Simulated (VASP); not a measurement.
Output of a VASP run:

### OSZICAR
```
       N       E                     dE             d eps       ncg     rms          rms(c)
DAV:   1     0.179747477263E+02    0.17975E+02   -0.56048E+03  1040   0.105E+03
DAV:   2    -0.132591092182E+02   -0.31234E+02   -0.30700E+02  1024   0.163E+02
DAV:   3    -0.136254315873E+02   -0.36632E+00   -0.36632E+00  1248   0.198E+01
DAV:   4    -0.136258298394E+02   -0.39825E-03   -0.39825E-03  1176   0.591E-01
DAV:   5    -0.136258302811E+02   -0.44168E-06   -0.44168E-06  1248   0.142E-02    0.702E+00
DAV:   6    -0.121699659326E+02    0.14559E+01   -0.79111E+00   896   0.212E+01    0.204E+00
DAV:   7    -0.121418432441E+02    0.28123E-01   -0.34157E-02  1072   0.212E+00    0.126E+00
DAV:   8    -0.121284081534E+02    0.13435E-01   -0.11578E-02   944   0.177E+00    0.913E-02
DAV:   9    -0.121284171413E+02   -0.89879E-05   -0.15602E-04  1296   0.109E-01    0.475E-02
DAV:  10    -0.121284432650E+02   -0.26124E-04   -0.21349E-05   928   0.546E-02    0.189E-03
DAV:  11    -0.121284431550E+02    0.10997E-06   -0.28474E-07   840   0.502E-03
   1 F= -.77922161E+01 E0= -.77922161E+01  d E =-.779222E+01
```

### OUTCAR
```
------------------------ aborting loop because EDIFF is reached ----------------------------------------
  FORCE on cell =-STRESS in cart. coord.  units (eV):
  Direction    XX          YY          ZZ          XY          YZ          ZX
  --------------------------------------------------------------------------------------
  Total        4.3170600      4.3170600      4.3170600      0.0000000      0.0000000      0.0000000
  in kB      448.0108947    448.0108947    448.0108947      0.0000000      0.0000000      0.0000000
  external PRESSURE =      -1.9891053 kB  Pullay stress =     450.0000000 kB
  volume of cell :       15.44
      direct lattice vectors                 reciprocal lattice vectors
     0.000000000  1.976332582  1.976332582    -0.252993856  0.252993856  0.252993856
     1.976332582  0.000000000  1.976332582     0.252993856 -0.252993856  0.252993856
     1.976332582  1.976332582  0.000000000     0.252993856  0.252993856 -0.252993856
  FREE ENERGIE OF THE ION-ELECTRON SYSTEM (eV)
  ---------------------------------------------------
  free  energy   TOTEN  =       -12.1284431550 eV

  energy  without entropy=      -12.1284431550  energy(sigma->0) =      -12.12844316
  enthalpy is  TOTEN    =        -7.7922160633 eV   P V=        4.3362270917

 reached required accuracy - stopping structural energy minimisation
```
(Selected blocks of OUTCAR.)

POSCAR:
```
MgO
1
    0.0000000000     1.9763325818     1.9763325818
    1.9763325818     0.0000000000     1.9763325818
    1.9763325818     1.9763325818    -0.0000000000
Mg O
1 1
Direct
  0.0000000000   0.0000000000   0.0000000000
  0.5000000000   0.5000000000   0.5000000000
```

**Question.** Reconstruct the remaining input files.

**Answer.** Several could match; the one computed here: the input of the run itself, PBEsol GGA, plane waves, VASP's PBE PAW potentials (set 64).

### KPOINTS
```
Automatic mesh
0
Gamma
11 11 11
0 0 0
```

INCAR:
```
SYSTEM=MgO
PREC=Accurate; ENCUT=620; LREAL=F
LASPH=T
EDIFF=1E-6; NELM=100; ALGO=Normal
ISMEAR=0; SIGMA=0.05
GGA=PS
IBRION=2; NSW=40; ISIF=3
EDIFFG=-0.02; PSTRESS=450
LWAVE=F; LCHARG=F
```

POTCAR, in this order: Mg O (PBE.64 set). Program: vasp_std.

The compound is MgO in the rock salt structure. It was relaxed first under an external pressure of 45 GPa.
